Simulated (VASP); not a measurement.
These are PBE GGA with D3 dispersion (Becke-Johnson damping), VASP's PBE PAW potentials (set 64) (plane waves; VASP) values and carry that method's errors. For the first row: Numerical set-up: 520 eV cut-off, 8×8×8 Γ-centred mesh, Gaussian smearing of 0.050 eV, potentials Zn Se.

| system | energy (eV/atom) |
|---|---|
| ZnSe (zinc blende) | -3.3324 |
| Zn atom | -0.0113 |
| Se atom | -0.8863 |

Atoms are spin-polarised in a large box without symmetry, with the spin fixed by Hund's rule, and may not be in the lowest state of each functional; no zero-point energy is added.

What is the cohesive energy per atom of ZnSe?

The references average (1×(-0.0113) + 1×(-0.8863))/2 = -0.4488 eV, so the cohesive energy is -0.4488 − (-3.3324) = 2.884 eV/atom.
